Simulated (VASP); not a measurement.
Data:

```xyz
2
Lattice="0.0000 2.5834 2.5834 2.5834 0.0000 2.5834 2.5834 2.5834 0.0000" Properties=species:S:1:pos:R:3 pbc="T T T"
Al     0.0000     0.0000     0.0000
As     2.5834     2.5834     2.5834
```

The numbers are results of PBEsol GGA, VASP's PBE PAW potentials (set 64) (plane waves; VASP), not measurements. Numerical set-up: 500 eV cut-off, 12×12×12 Γ-centred mesh, first-order Methfessel-Paxton smearing of 0.10 eV, potentials Al As.

Q: Predict the energy per atom (σ→0), pressure, band gap (on the k-mesh) with the smallest direct gap where there is one.

A: 
```json
{
  "band gap (on the k-mesh)": "none (metal, semimetal or under 0.01 eV)",
  "energy per atom (σ→0)": "-4.820 eV/atom",
  "pressure": "50.0 kbar"
}
```

The absolute energy has meaning only against runs of the same code, potentials and settings.

The structure was generated: AlAs was put into the rock salt type (Fm-3m), which need not be its known phase. It was relaxed first under an external pressure of 5 GPa.
